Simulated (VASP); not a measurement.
OSZICAR of a VASP run on AsSi62:

OSZICAR:
```
       N       E                     dE             d eps       ncg     rms          rms(c)
DAV:   1    -0.387204128699E+03   -0.38720E+03   -0.12645E+01   640   0.806E+00    0.191E+01
DAV:   2    -0.387336855309E+03   -0.13273E+00   -0.40555E-01   720   0.126E+00    0.125E+01
DAV:   3    -0.387339569141E+03   -0.27138E-02   -0.72476E-02   728   0.327E-01    0.743E+00
DAV:   4    -0.387343290719E+03   -0.37216E-02   -0.36254E-02   696   0.189E-01    0.431E+00
DAV:   5    -0.387346148516E+03   -0.28578E-02   -0.18436E-02   736   0.140E-01    0.248E+00
DAV:   6    -0.387347977576E+03   -0.18291E-02   -0.92913E-03   704   0.105E-01    0.141E+00
DAV:   7    -0.387349038209E+03   -0.10606E-02   -0.42051E-03   728   0.695E-02    0.802E-01
DAV:   8    -0.387349551861E+03   -0.51365E-03   -0.17420E-03   728   0.432E-02    0.458E-01
DAV:   9    -0.387349792673E+03   -0.24081E-03   -0.75812E-04   736   0.283E-02    0.263E-01
DAV:  10    -0.387349904441E+03   -0.11177E-03   -0.32468E-04   688   0.189E-02    0.152E-01
DAV:  11    -0.387349954992E+03   -0.50551E-04   -0.13848E-04   640   0.129E-02    0.882E-02
DAV:  12    -0.387349978104E+03   -0.23112E-04   -0.57765E-05   576   0.888E-03    0.511E-02
DAV:  13    -0.387349988720E+03   -0.10615E-04   -0.24387E-05   480   0.607E-03    0.298E-02
DAV:  14    -0.387349993699E+03   -0.49796E-05   -0.10598E-05   416   0.426E-03
   1 F= -.38734999E+03 E0= -.38734999E+03  d E =-.575326E-12  mag=     1.0000
```

Which electronic solver shows in the log?

It is blocked Davidson (ALGO = Normal, or the opening steps of other solvers). The INCAR had ALGO = Normal.

How was spin treated?

Collinear spin (ISPIN = 2): the summary line carries one mag value, 1.00 μB in the cell.

Can the final energy be trusted as converged?

The run converged. It stopped with EDIFF = 1E-5, NELM = 50 (HSE06 screened hybrid, plane waves, VASP's PBE PAW potentials (set 64)). The supercell is sampled at Γ alone, which is coarse: total energies, pressure and levels can be off, energies of defects by several tenths of an eV.

The cell is a supercell with a defect, built from Si (diamond): As_Si-vac_Si. The cell's shape comes from a PBE relaxation. The total moment is imposed (NUPDOWN), so this need not be the lowest spin state.
